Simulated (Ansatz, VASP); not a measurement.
# Ti3Al: VASP beside Ansatz, part 2 of 2

Aim: how closely do two programs agree when they are given the same cell, functional and k mesh? The cell is taken from a series of runs on this material, whose earlier steps may have relaxed, scaled, displaced or heated it; both programs get it as it stands.

VASP 6.6.1 and Ansatz 0.2.0.

So far: The structure; Ansatz: relaxation of cell and atoms, r2SCAN with rVV10.

## 3. VASP: relaxation of cell and atoms, r2SCAN with rVV10

Level of this step: r2SCAN with rVV10; plane waves and PAW (Ti_sv, Al) (VASP).

The same cell, functional, mesh and smearing now go to VASP, with its own data sets.

Lines of VASP's logs that name or quote its potential files are left out, and so is its time.

The input, INCAR:

```
SYSTEM = Ti3Al
PREC = Accurate
ENCUT = 550
EDIFF = 1E-07
NELM = 120
ISMEAR = 0
SIGMA = 0.1
LREAL = .FALSE.
ALGO = Normal
METAGGA = R2SCAN
LUSE_VDW = .TRUE.
IVDW_NL = 2
BPARAM = 11.95
CPARAM = 0.0093
LASPH = .TRUE.
NBANDS = 48
LORBIT = 11
LWAVE = .FALSE.
LCHARG = .FALSE.
ISIF = 3
IBRION = 2
NSW = 80
EDIFFG = -0.005
GGA_COMPAT = .FALSE.
NELMIN = 4
LMIXTAU = .TRUE.
KPAR = 2
```

The input, POSCAR:

```
Ti3Al
1.0
    5.7476980000      0.0000000000      0.0000000000
   -2.8738490000      4.9776520000      0.0000000000
    0.0000000000      0.0000000000      4.6305470000
Ti Al
6 2
Direct
    0.8299032355      0.6598064710      0.2500000540
    0.1700969453      0.8299033360      0.7499999460
    0.6598063907      0.8299033360      0.7499999460
    0.3401937098      0.1700968649      0.2500000540
    0.8299031552      0.1700968649      0.2500000540
    0.1700968649      0.3401937299      0.7499999460
    0.3333333668      0.6666667336      0.2500000540
    0.6666666332      0.3333332664      0.7499999460
```

The input, KPOINTS:

```
Automatic mesh
0
Gamma
6 6 6
0 0 0
```

Potentials, in the order of the species: Ti_sv and Al (PBE family, release 64).

The run is started by

```
> mpirun -np 2 vasp_std
```

Numbers of over 12 decimals in the logs are rounded to 6 here.

The log of the run:

```text
[banner, memory and clock lines left out]
running    2 mpi-ranks, on    1 nodes
 distrk:  each k-point on    1 cores,    2 groups
 distr:  one band on    1 cores,    1 groups

 POSCAR found type information on POSCAR TiAl
 POSCAR found :  2 types and       8 ions
|                                                                             |
|               ----> ADVICE to this user running VASP <----                  |
|                                                                             |
|     You have switched on vdW-DFT.                                           |
|     This routine was written and supplied by Jiri Klimes. We recommend      |
|     that you carefully read and cite the following publications:            |
|       J. Klimes, D.R. Bowler, A. Michelides                                 |
|          J. Phys.: Cond Matt. 22 022201 (2010)                              |
|       J. Klimes, D.R. Bowler, A. Michelides                                 |
|          Phys. Rev. B. 83, 195131 (2011)                                    |
|     and references therein.                                                 |
|                                                                             |

|                                                                             |
|               ----> ADVICE to this user running VASP <----                  |
|                                                                             |
|     You enforced a specific xc type in the INCAR file but a different       |
|     [... a line on the potential file left out ...]
|     I HOPE YOU KNOW WHAT YOU ARE DOING!                                     |
|                                                                             |

 LDA part: xc-table for (None), standard interpolation
 POSCAR, INCAR and KPOINTS ok, starting setup
 FFT: planning ... GRIDC
 FFT: planning ... GRID_SOFT
 FFT: planning ... GRID
 WAVECAR not read
 entering main loop
       N       E                     dE             d eps       ncg     rms          rms(c)
Total rVV10 correction in eV:      1.9324523    82.3596732
Total rVV10 correction in eV:      1.9324523    82.3596732
DAV:   1     0.106818914033E+04    0.10682E+04   -0.41181E+04  2696   0.207E+03
DAV:   2     0.382165893433E+02   -0.10300E+04   -0.10109E+04  2688   0.636E+02
DAV:   3    -0.964066417866E+02   -0.13462E+03   -0.12994E+03  4232   0.195E+02
DAV:   4    -0.117409110547E+03   -0.21002E+02   -0.20579E+02  3976   0.667E+01
DAV:   5    -0.119097779814E+03   -0.16887E+01   -0.16787E+01  4248   0.164E+01    0.264E+01
Total rVV10 correction in eV:      1.8083523    82.3596747
Total rVV10 correction in eV:      1.8083523    82.3596747
DAV:   6    -0.956676552236E+02    0.23430E+02   -0.72501E+01  3344   0.681E+01    0.469E+00
Total rVV10 correction in eV:      1.8009761    82.3596751
Total rVV10 correction in eV:      1.8009761    82.3596751
DAV:   7    -0.888994916630E+02    0.67682E+01   -0.59159E+00  3488   0.151E+01    0.313E+00
Total rVV10 correction in eV:      1.8010779    82.3596751
Total rVV10 correction in eV:      1.8010779    82.3596751
DAV:   8    -0.921181091307E+02   -0.32186E+01   -0.33619E+00  2984   0.114E+01    0.223E+00
Total rVV10 correction in eV:      1.7956293    82.3596751
Total rVV10 correction in eV:      1.7956293    82.3596751
DAV:   9    -0.920736174812E+02    0.44492E-01   -0.12715E+00  3096   0.903E+00    0.485E-01
Total rVV10 correction in eV:      1.7951313    82.3596751
Total rVV10 correction in eV:      1.7951313    82.3596751
DAV:  10    -0.917314690086E+02    0.34215E+00   -0.38113E-01  3856   0.261E+00    0.885E-01
Total rVV10 correction in eV:      1.7952866    82.3596751
Total rVV10 correction in eV:      1.7952866    82.3596751
DAV:  11    -0.917352532917E+02   -0.37843E-02   -0.98228E-03  3744   0.538E-01    0.949E-01
Total rVV10 correction in eV:      1.7955331    82.3596751
Total rVV10 correction in eV:      1.7955331    82.3596751
DAV:  12    -0.916864150162E+02    0.48838E-01   -0.73077E-03  3104   0.579E-01    0.100E+00
Total rVV10 correction in eV:      1.7936718    82.3596750
Total rVV10 correction in eV:      1.7936718    82.3596750
DAV:  13    -0.918262051967E+02   -0.13979E+00   -0.52897E-02  3112   0.170E+00    0.879E-01
Total rVV10 correction in eV:      1.7920891    82.3596751
Total rVV10 correction in eV:      1.7920891    82.3596751
DAV:  14    -0.918593748329E+02   -0.33170E-01   -0.65487E-02  3000   0.162E+00    0.756E-01
Total rVV10 correction in eV:      1.7922140    82.3596751
Total rVV10 correction in eV:      1.7922140    82.3596751
DAV:  15    -0.918588364860E+02    0.53835E-03   -0.87446E-03  3816   0.633E-01    0.655E-01
[...]
Total rVV10 correction in eV:      1.7916313    82.3596751
Total rVV10 correction in eV:      1.7916313    82.3596751
DAV:  23    -0.918577942325E+02   -0.90998E-06   -0.13136E-05  3368   0.250E-02    0.297E-02
Total rVV10 correction in eV:      1.7916239    82.3596751
Total rVV10 correction in eV:      1.7916239    82.3596751
DAV:  24    -0.918577947925E+02   -0.55994E-06   -0.51742E-06  3064   0.178E-02    0.136E-02
Total rVV10 correction in eV:      1.7916213    82.3596751
Total rVV10 correction in eV:      1.7916213    82.3596751
DAV:  25    -0.918577943909E+02    0.40159E-06   -0.13858E-06  3128   0.801E-03    0.112E-02
[...]
Total rVV10 correction in eV:      1.7870361    82.3596748
DAV:   5    -0.918569016535E+02   -0.12703E-02   -0.39498E-03  2824   0.414E-01    0.327E-02
Total rVV10 correction in eV:      1.7870781    82.3596748
Total rVV10 correction in eV:      1.7870781    82.3596748
DAV:   6    -0.918578558952E+02   -0.95424E-03   -0.39484E-03  3600   0.187E-01    0.102E-01
Total rVV10 correction in eV:      1.7869823    82.3596748
Total rVV10 correction in eV:      1.7869823    82.3596748
DAV:   7    -0.918578902472E+02   -0.34352E-04   -0.26827E-04  3016   0.995E-02    0.770E-02
Total rVV10 correction in eV:      1.7870340    82.3596748
Total rVV10 correction in eV:      1.7870340    82.3596748
DAV:   8    -0.918579088923E+02   -0.18645E-04   -0.66047E-05  3144   0.550E-02    0.310E-02
Total rVV10 correction in eV:      1.7870237    82.3596748
Total rVV10 correction in eV:      1.7870237    82.3596748
DAV:   9    -0.918579844112E+02   -0.75519E-04   -0.36009E-05  3048   0.476E-02    0.214E-02
Total rVV10 correction in eV:      1.7870080    82.3596748
Total rVV10 correction in eV:      1.7870080    82.3596748
DAV:  10    -0.918579824420E+02    0.19691E-05   -0.10635E-05  3680   0.212E-02    0.169E-02
Total rVV10 correction in eV:      1.7870028    82.3596748
Total rVV10 correction in eV:      1.7870028    82.3596748
DAV:  11    -0.918579887039E+02   -0.62619E-05   -0.22167E-06  3096   0.104E-02    0.944E-03
Total rVV10 correction in eV:      1.7869960    82.3596748
Total rVV10 correction in eV:      1.7869960    82.3596748
DAV:  12    -0.918579940104E+02   -0.53065E-05   -0.30583E-06  2720   0.113E-02    0.213E-03
Total rVV10 correction in eV:      1.7870027    82.3596748
Total rVV10 correction in eV:      1.7870027    82.3596748
DAV:  13    -0.918579948330E+02   -0.82255E-06   -0.13936E-06  3136   0.450E-03    0.495E-04
Total rVV10 correction in eV:      1.7870017    82.3596748
Total rVV10 correction in eV:      1.7870017    82.3596748
DAV:  14    -0.918579948722E+02   -0.39243E-07   -0.96406E-08  1744   0.204E-03
Total rVV10 correction in eV:      1.7870022    82.3596748
Total rVV10 correction in eV:      1.7870022    82.3596748
Total rVV10 correction in eV:      1.7870015    82.3596748
Total rVV10 correction in eV:      1.7870015    82.3596748
   2 F= -.91857995E+02 E0= -.91845293E+02  d E =-.200685E-03
 trial-energy change:   -0.000201  1 .order   -0.000255   -0.002846    0.002336
 step:   0.5336(harm=  0.5491)  dis= 0.00006  next Energy=   -91.858545 (dE=-0.751E-03)
 bond charge predicted
       N       E                     dE             d eps       ncg     rms          rms(c)
Total rVV10 correction in eV:      1.7869335    82.3596748
Total rVV10 correction in eV:      1.7869335    82.3596748
DAV:   1    -0.918679763822E+02   -0.99815E-02   -0.25925E-01  3176   0.462E+00    0.758E-01
Total rVV10 correction in eV:      1.7896390    82.3596749
Total rVV10 correction in eV:      1.7896390    82.3596749
DAV:   2    -0.918596089143E+02    0.83675E-02   -0.70973E-02  3336   0.187E+00    0.323E-01
Total rVV10 correction in eV:      1.7895473    82.3596749
Total rVV10 correction in eV:      1.7895473    82.3596749
DAV:   3    -0.918583900137E+02    0.12189E-02   -0.76317E-03  3344   0.368E-01    0.804E-02
Total rVV10 correction in eV:      1.7891959    82.3596749
Total rVV10 correction in eV:      1.7891959    82.3596749
DAV:   4    -0.918580677232E+02    0.32229E-03   -0.20018E-03  2992   0.261E-01    0.320E-02
Total rVV10 correction in eV:      1.7891404    82.3596749
Total rVV10 correction in eV:      1.7891404    82.3596749
DAV:   5    -0.918583747093E+02   -0.30699E-03   -0.77471E-04  2816   0.180E-01    0.152E-02
Total rVV10 correction in eV:      1.7891134    82.3596749
Total rVV10 correction in eV:      1.7891134    82.3596749
DAV:   6    -0.918585482717E+02   -0.17356E-03   -0.84462E-04  3608   0.833E-02    0.472E-02
Total rVV10 correction in eV:      1.7891559    82.3596749
Total rVV10 correction in eV:      1.7891559    82.3596749
DAV:   7    -0.918585505200E+02   -0.22483E-05   -0.55717E-05  2936   0.451E-02    0.344E-02
Total rVV10 correction in eV:      1.7891358    82.3596749
Total rVV10 correction in eV:      1.7891358    82.3596749
DAV:   8    -0.918585492485E+02    0.12716E-05   -0.13734E-05  3320   0.254E-02    0.121E-02
Total rVV10 correction in eV:      1.7891363    82.3596749
Total rVV10 correction in eV:      1.7891363    82.3596749
DAV:   9    -0.918585566171E+02   -0.73687E-05   -0.73747E-06  3040   0.213E-02    0.993E-03
Total rVV10 correction in eV:      1.7891438    82.3596749
Total rVV10 correction in eV:      1.7891438    82.3596749
DAV:  10    -0.918585578624E+02   -0.12452E-05   -0.23860E-06  3440   0.985E-03    0.761E-03
Total rVV10 correction in eV:      1.7891480    82.3596749
Total rVV10 correction in eV:      1.7891480    82.3596749
DAV:  11    -0.918585563281E+02    0.15342E-05   -0.79320E-07  2512   0.651E-03    0.248E-03
Total rVV10 correction in eV:      1.7891490    82.3596749
Total rVV10 correction in eV:      1.7891490    82.3596749
DAV:  12    -0.918585561425E+02    0.18563E-06   -0.43027E-07  2416   0.396E-03    0.498E-04
Total rVV10 correction in eV:      1.7891461    82.3596749
Total rVV10 correction in eV:      1.7891461    82.3596749
DAV:  13    -0.918585558865E+02    0.25604E-06   -0.12772E-07  1808   0.178E-03    0.540E-04
Total rVV10 correction in eV:      1.7891464    82.3596749
Total rVV10 correction in eV:      1.7891464    82.3596749
DAV:  14    -0.918585556408E+02    0.24568E-06   -0.53904E-08  1560   0.149E-03    0.253E-04
Total rVV10 correction in eV:      1.7891466    82.3596749
Total rVV10 correction in eV:      1.7891466    82.3596749
DAV:  15    -0.918585555127E+02    0.12814E-06   -0.33738E-08  1560   0.105E-03    0.231E-04
Total rVV10 correction in eV:      1.7891467    82.3596749
Total rVV10 correction in eV:      1.7891467    82.3596749
DAV:  16    -0.918585554976E+02    0.15078E-07   -0.16443E-08  1560   0.787E-04
Total rVV10 correction in eV:      1.7891468    82.3596749
Total rVV10 correction in eV:      1.7891468    82.3596749
Total rVV10 correction in eV:      1.7891468    82.3596749
Total rVV10 correction in eV:      1.7891468    82.3596749
   3 F= -.91858555E+02 E0= -.91845835E+02  d E =-.761310E-03
 curvature:  -0.27 expect dE=-0.811E-06 dE for cont linesearch -0.580E-06
 trial: gam=-0.02623 g(F)=  0.572E-06 g(S)=  0.238E-05 ort = 0.776E-04 (trialstep = 0.907E+00)
 search vector abs. value=  0.843E-06
 reached required accuracy - stopping structural energy minimisation
```

Parts of OUTCAR (step 3):

```text
ion  position               nearest neighbor table
   1  0.830  0.660  0.250-   4 2.81   5 2.81   8 2.83   8 2.83   3 2.87   2 2.87   3 2.87   2 2.87
                             7 2.87   7 2.87
   2  0.170  0.830  0.750-   3 2.81   6 2.81   7 2.83   7 2.83   4 2.87   1 2.87   4 2.87   1 2.87
                             8 2.87   8 2.87
   3  0.660  0.830  0.750-   2 2.81   6 2.81   7 2.83   7 2.83   5 2.87   1 2.87   5 2.87   1 2.87
                             8 2.87   8 2.87
   4  0.340  0.170  0.250-   5 2.81   1 2.81   8 2.83   8 2.83   2 2.87   6 2.87   2 2.87   6 2.87
                             7 2.87   7 2.87
   5  0.830  0.170  0.250-   4 2.81   1 2.81   8 2.83   8 2.83   3 2.87   6 2.87   3 2.87   6 2.87
                             7 2.87   7 2.87
   6  0.170  0.340  0.750-   2 2.81   3 2.81   7 2.83   7 2.83   5 2.87   4 2.87   5 2.87   4 2.87
                             8 2.87   8 2.87
   7  0.333  0.667  0.250-   6 2.83   2 2.83   3 2.83   6 2.83   2 2.83   3 2.83   4 2.87   5 2.87
                             1 2.87   1 2.87   5 2.87   4 2.87
   8  0.667  0.333  0.750-   4 2.83   5 2.83   1 2.83   4 2.83   5 2.83   1 2.83   3 2.87   2 2.87
                             6 2.87   6 2.87   2 2.87   3 2.87

  LATTYP: Found a hexagonal cell.
 ALAT       =     5.7476980000
 C/A-ratio  =     0.8056350560

 Subroutine GETGRP returns: Found 24 space group operations
 (whereof 12 operations were pure point group operations)

The static configuration has the point symmetry D_3d.
 The point group associated with its full space group is D_6h.

 Found     28 irreducible k-points:

   k-points           NKPTS =     28   k-points in BZ     NKDIM =     28   number of bands    NBANDS=     48

   dimension x,y,z NGX =    48 NGY =   48 NGZ =   36
   dimension x,y,z NGXF=    96 NGYF=   96 NGZF=   72

   ENCUT  =  550.0 eV  40.42 Ry    6.36 a.u.  10.99 10.99  8.85*2*pi/ulx,y,z

   NELECT =      78.0000    total number of electrons

 k-points in reciprocal lattice and weights: Automatic mesh
   0.00000000  0.00000000  0.00000000       0.005
   0.16666667  0.00000000  0.00000000       0.028
   0.33333333  0.00000000  0.00000000       0.028
   0.50000000  0.00000000  0.00000000       0.014
   0.16666667  0.16666667  0.00000000       0.028
   0.33333333  0.16666667  0.00000000       0.056
   0.33333333  0.33333333  0.00000000       0.009
   0.00000000  0.00000000  0.16666667       0.009
   0.16666667  0.00000000  0.16666667       0.056
[...]
0.33333333  0.16666667  0.50000000       0.056
   0.33333333  0.33333333  0.50000000       0.009

 average (electrostatic) potential at core
       1 -76.7283       2 -76.7284       3 -76.7284       4 -76.7284       5 -76.7284
       6 -76.7283       7 -73.6543       8 -73.6543

 E-fermi :   8.3256

 k-point     1 :       0.0000    0.0000    0.0000
  band No.  band energies     occupation
    ...
     36       7.4019      2.00000
     37       7.4019      2.00000
     38       7.8646      2.00000
     39       7.9127      2.00000
     40       8.2480      1.72774
     41       9.2095      0.00000
     42       9.2095      0.00000
     43       9.2517      0.00000
     44       9.4132      0.00000
     45       9.4132      0.00000
    ...

 k-point     2 :       0.1667    0.0000    0.0000
  band No.  band energies     occupation
    ...
     36       7.1455      2.00000
     37       7.4456      2.00000
     38       7.7839      2.00000
     39       8.1695      1.97272
     40       8.2489      1.72196
     41       9.1706      0.00000
     42       9.2457      0.00000
     43       9.2654      0.00000
     44       9.3545      0.00000
     45       9.4857      0.00000
    ...

 k-point     3 :       0.3333    0.0000    0.0000
  band No.  band energies     occupation
    ...
     35       7.5292      2.00000
     36       7.5389      2.00000
     37       7.5843      2.00000
     38       7.6757      2.00000
     39       8.0168      1.99999
     40       8.7446      0.00000
     41       9.0911      0.00000
     42       9.1939      0.00000
     43       9.2464      0.00000
     44       9.3753      0.00000
    ...

  Total       -0.0135617     -0.0135617     -0.0052420      0.0000000      0.0000000      0.0000000
  in kB       -0.1646401     -0.1646400     -0.0636379      0.0000000      0.0000000      0.0000000
  external PRESSURE =      -0.1309727 kB  Pullay stress =       0.0000000 kB

  energy-cutoff  :      550.00
  volume of cell :      131.97
      direct lattice vectors                 reciprocal lattice vectors
     5.740500094  0.000000000  0.000000000     0.174200851  0.100574918  0.000000000
    -2.870250047  4.971418432  0.000000000    -0.000000000  0.201149836 -0.000000000
    -0.000000000  0.000000000  4.624427420     0.000000000 -0.000000000  0.216242987

 POSITION                                       TOTAL-FORCE (eV/Angst)
 -----------------------------------------------------------------------------------
      2.87025      3.28011      1.15611         0.000000     -0.001405      0.000000
     -1.40554      4.12577      3.46832         0.001217     -0.000703     -0.000000
      1.40554      4.12577      3.46832        -0.001217     -0.000703     -0.000000
      1.46471      0.84565      1.15611         0.001217      0.000703     -0.000000
      4.27579      0.84565      1.15611        -0.001217      0.000703      0.000000
     -0.00000      1.69131      3.46832        -0.000000      0.001405     -0.000000
     -0.00000      3.31428      1.15611        -0.000000      0.000000      0.000000
      2.87025      1.65714      3.46832        -0.000000      0.000000      0.000000
 -----------------------------------------------------------------------------------
    total drift:                               -0.000001     -0.006473     -0.000000

  FREE ENERGIE OF THE ION-ELECTRON SYSTEM (eV)
  ---------------------------------------------------
  free  energy   TOTEN  =       -91.8585554976 eV

  energy  without entropy=      -91.8331147810  energy(sigma->0) =      -91.84583514

 reached required accuracy - stopping structural energy minimisation

 total charge
# of ion       s       p       d       tot
------------------------------------------
    1        2.229   6.138   1.874  10.241
    2        2.229   6.138   1.874  10.241
    3        2.229   6.138   1.874  10.241
    4        2.229   6.138   1.874  10.241
    5        2.229   6.138   1.874  10.241
    6        2.229   6.138   1.874  10.241
    7        0.421   0.443   0.000   0.864
    8        0.421   0.443   0.000   0.864
--------------------------------------------------
tot         14.216  37.713  11.246  63.175

[... 3 further parts left out ...]
```

CONTCAR:

```
Ti3Al
   1.00000000000000
     5.7405000938367987    0.0000000000000000    0.0000000000000000
    -2.8702500469183994    4.9714184322167512    0.0000000000000000
    -0.0000000000000000    0.0000000000000000    4.6244274202934568
  Ti              Al
     6     2
Direct
     0.8298972232783249    0.6597944465566572    0.2500000539999974
     0.1701029575216721    0.8298973237783279    0.7499999460000026
     0.6597943662566559    0.8298973237783279    0.7499999460000026
     0.3402057342433399    0.1701028771216762    0.2500000539999974
     0.8298971429783308    0.1701028771216762    0.2500000539999974
     0.1701028771216762    0.3402057543433470    0.7499999460000026
     0.3333333667999980    0.6666667336000032    0.2500000539999974
     0.6666666332000020    0.3333332663999968    0.7499999460000026
```

The run keeps the 24 symmetry operations of its start, so it cannot find a distortion of lower symmetry.

## 4. Comparison

Known differences besides the potentials themselves: VASP keeps PBE cores, Ansatz makes them for the functional; the cutoff is 500 eV in Ansatz and 550 eV in VASP; Ansatz adds a Pulay correction to the stress that steers its cell, VASP none; in our runs with r2SCAN, forces from VASP's data set Ti_sv part from Ansatz's all-electron ones, so neither program is the reference here. Total energies have different zeros and are not compared.

Both answers:

```
                                         quantity  Ansatz    VASP  difference
                                      volume (Å³)  131.59  131.97     -0.29 %
edge a after relaxation, in the typed setting (Å)   5.735   5.740     -0.10 %
edge c after relaxation, in the typed setting (Å)   4.620   4.624     -0.08 %
```

## 5. Results

| Item | Value |
| --- | --- |
| difference in volume (relaxation of cell and atoms, r2SCAN with rVV10) | -0.29 % |

In words: The difference in volume is -0.29 % (relaxation of cell and atoms, r2SCAN with rVV10), within the 1.2 % picked in this series as the mark of a large difference, as far as the stopping tolerances let one tell. Such differences can come from data sets, numerical settings and the points named under the comparisons, not from the functional's error against experiment.

[Lines on the potential files, build, host, timing and source positions are cut from VASP's logs without a mark.]

[Logs are printed without paths, hosts, clocks, repeated set-up lines and the standing remarks that a program may print on its own settings, such as how far it seeks lower states.]

[Hosts, paths, dates, database ids (printed as entryN), source tags and the programs' standing remarks are cut or masked in the printed files.]
